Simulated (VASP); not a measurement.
Computed with r2SCAN meta-GGA, VASP's PBE PAW potentials (set 64) (plane waves; VASP).

A VASP calculation is set up with these files.

File POSCAR:
```
SnSe2
1
    3.8335786301     0.0000000000    -0.0000000000
   -1.9167893150     3.3199766965     0.0000000000
    0.0000000000    -0.0000000000     6.2410854112
Sn Se
1 2
Direct
  1.0000000000   0.0000000000   0.0000000000
  0.3333330000   0.6666670000   0.2527086819
  0.6666670000   0.3333330000   0.7472913181
```

### KPOINTS
```
Automatic
0
gamma
6 6 3
```

**INCAR**
```
# general
SYSTEM  = SnSe2
PREC    = Accurate
ENCUT   = 480   # plane-wave cut-off (eV)
LREAL   = .FALSE.
LASPH   = .TRUE.   # aspherical one-centre terms

# electronic loop
EDIFF   = 1E-6
NELM    = 100   # most electronic steps
ALGO    = Normal   # blocked Davidson
LMAXMIX = 4
LMIXTAU = .TRUE.

# smearing
ISMEAR  = 0   # Gaussian
SIGMA   = 0.05   # width (eV)

# functional
METAGGA = R2SCAN

# ions
IBRION  = 2   # conjugate gradients
NSW     = 60   # most ionic steps
ISIF    = 3   # ions, shape and volume
EDIFFG  = -0.02   # ionic stop

# output
LWAVE   = .FALSE.
LCHARG  = .FALSE.
```

POTCAR, in this order: Sn_d Se (PBE.64 set). Program: vasp_std.

Energy and stress use the plane-wave basis of the starting cell.

Problem. Estimate the energy per atom (σ→0), volume per atom.

Solution. 
```json
{
 "energy per atom (σ→0)": "-18.209 eV/atom",
 "volume_per_atom": "28.01 Å³/atom"
}
```

File OSZICAR:
```
...
DAV:   4    -0.546269201297E+02   -0.39897E-05   -0.19809E-05   697   0.431E-02    0.535E-03
DAV:   5    -0.546269141305E+02    0.59992E-05   -0.78712E-06   641   0.245E-02    0.323E-03
DAV:   6    -0.546269198777E+02   -0.57472E-05   -0.29050E-06   607   0.149E-02    0.761E-04
DAV:   7    -0.546269173214E+02    0.25562E-05   -0.48144E-07   307   0.747E-03    0.438E-04
DAV:   8    -0.546269193475E+02   -0.20261E-05   -0.17770E-07   292   0.373E-03    0.211E-04
DAV:   9    -0.546269176389E+02    0.17086E-05   -0.71018E-08   292   0.265E-03    0.953E-05
DAV:  10    -0.546269182029E+02   -0.56401E-06   -0.54741E-09   292   0.750E-04
  12 F= -.54626918E+02 E0= -.54626918E+02  d E =-.541562E-04
```

The compound is SnSe2 in the 1T layered structure. This run relaxes it. Symmetry was kept, so distortions that lower it aren't found.
